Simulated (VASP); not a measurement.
Consider the following.

```yaml
crystal:
  lattice:
    - [1.68290, -2.92226, 0.00000]
    - [1.68290, 2.92226, 0.00000]
    - [0.00000, 0.00000, 5.63811]
  atoms:
    - { symbol: Tl, position: [0.33333, 0.66667, 0.25000] }
    - { symbol: Tl, position: [0.67861, 0.34528, 0.75000] }
```

Computed with PBE GGA, VASP's PBE PAW potentials (set 64) (plane waves; VASP). Run with 520 eV cut-off, 11×11×6 Γ-centred mesh, first-order Methfessel-Paxton smearing of 0.10 eV, potentials Tl_d.

Unless said otherwise, spin-orbit coupling is left out, though it shifts the bands of the heavy elements here.

Problem. Predict the energy per atom (σ→0), pressure, band gap (on the k-mesh) with the smallest direct gap where there is one.

Solution. 
| Quantity | Result |
|---|---|
| band gap (on the k-mesh) | none (metal, semimetal or under 0.01 eV) |
| energy per atom (σ→0) | -210.3 kJ/mol of atoms |
| pressure | 4.41 GPa |

Total energies compare only between runs with the same potentials, cut-off and functional.

The compound is Tl in the hcp structure. The cell was not relaxed at this level, atoms are displaced from their ideal sites. The run is one of a series of settings (ENCUT = 520 against the base run), some of them coarse on purpose.
